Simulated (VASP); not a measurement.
A convergence study with VASP on CrO$_{2}$ (rutile): one setting is varied, all else stays as given below, so the limit is that of these other settings.

```xyz
6
Lattice="4.4200 0.0000 0.0000 0.0000 4.4200 0.0000 0.0000 0.0000 2.9200" Properties=species:S:1:pos:R:3 pbc="T T T"
Cr     0.0000     0.0000     0.0000
Cr     2.2100     2.2100     1.4600
O      1.3393     1.3393     0.0000
O      3.5493     0.8707     1.4600
O      0.8707     3.5493     1.4600
O      3.0807     3.0807     0.0000
```
Starting moments (μB, in the order of the record's atoms Cr Cr O O O O): 2.5 2.5 0.0 0.0 0.0 0.0.

The numbers are results of PBE GGA, VASP's PBE PAW potentials (set 64) (plane waves; VASP), not measurements. The tightest run used: 700 eV cut-off, 11×11×16 Monkhorst-Pack mesh, first-order Methfessel-Paxton smearing of 0.10 eV, potentials Cr_pv O.

The moments were started parallel, and other spin orders were not tried in this run.

| setting | E (eV/atom) | pressure (GPa) | largest force (eV/Å) | irreducible k-points |
|---|---|---|---|---|
| 1×1×1 mesh | -7.6170 | 18.40 | 2.608 | 1 |
| 1×1×2 mesh | -8.3239 | 1.71 | 0.299 | 1 |
| 2×2×3 mesh | -8.3681 | 3.70 | 0.256 | 2 |

Problem. These are the cheaper rows. Estimate the results at 11×11×16 mesh, and how far the last row shown lies from them.

Solution. 
```csv
quantity,tightest run,last row shown is off by
E (eV/atom),-8.3944,0.0263
pressure (GPa),2.87,0.82
largest force (eV/Å),0.030,0.226
```

Left out are rungs that failed or repeat a setting and relaxations that didn't move; long series are thinned to 24 rows.

The compound is CrO2 in the rutile structure. The cell was not relaxed at this level, forces remain on its atoms.
